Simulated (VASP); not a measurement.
Computed with PBE GGA, VASP's PBE PAW potentials (set 64) (plane waves; VASP).

A VASP calculation is set up with these files.

INCAR:
```
PREC  =  Accurate
ALGO  =  Normal   ! blocked Davidson
EDIFF  =  1E-6   ! SCF stop (eV)
LASPH  =  T   ! aspherical one-centre terms
SIGMA  =  0.05   ! width (eV)
NSW  =  40   ! most ionic steps
SYSTEM  =  PbS
EDIFFG  =  -0.01   ! ionic stop
IBRION  =  2   ! conjugate gradients
GGA  =  PE   ! PBE
ISMEAR  =  0
LREAL  =  F
LMAXMIX  =  4
ISIF  =  3
ENCUT  =  400   ! plane-wave cut-off (eV)
LCHARG  =  F
LWAVE  =  F
NELM  =  100
```

File KPOINTS:
```
Automatic mesh
0
Gamma
6 6 6
0 0 0
```

File POSCAR:
```
PbS
1
    0.0000000000     2.9700000000     2.9700000000
    2.9700000000     0.0000000000     2.9700000000
    2.9700000000     2.9700000000     0.0000000000
Pb S
1 1
Direct
  0.0000000000   0.0000000000   0.0000000000
  0.5000000000   0.5000000000   0.5000000000
```

POTCAR, in this order: Pb_d S (PBE.64 set). Program: vasp_std.

Energy and stress use the plane-wave basis of the starting cell. Unless said otherwise, spin-orbit coupling is left out, though it shifts the bands of the heavy elements here.

Task: Predict the energy per atom (σ→0), volume per atom, band gap (on the k-mesh).

Result: 
```json
{
 "energy per atom (σ→0)": "-4.385 eV/atom",
 "band gap (on the k-mesh)": "0.49 eV",
 "volume_per_atom": "27.06 Å³/atom"
}
```

**OSZICAR**
```
...
DAV:   2    -0.877353059316E+01    0.22262E-01   -0.46761E-02   544   0.392E+00    0.324E-01
DAV:   3    -0.877002436715E+01    0.35062E-02   -0.15062E-02   544   0.218E+00    0.872E-02
DAV:   4    -0.877006588362E+01   -0.41516E-04   -0.32998E-04   464   0.156E-01    0.452E-02
DAV:   5    -0.877008622632E+01   -0.20343E-04   -0.55918E-05   542   0.962E-02    0.162E-02
DAV:   6    -0.877008848332E+01   -0.22570E-05   -0.71606E-06   556   0.395E-02    0.297E-03
DAV:   7    -0.877008703593E+01    0.14474E-05   -0.71741E-07   314   0.119E-02    0.125E-03
DAV:   8    -0.877008657878E+01    0.45715E-06   -0.12262E-07   242   0.540E-03
   3 F= -.87700866E+01 E0= -.87700866E+01  d E =-.978061E-02
```

The compound is PbS in the rock salt structure. This run relaxes it. Symmetry was kept, so distortions that lower it aren't found.
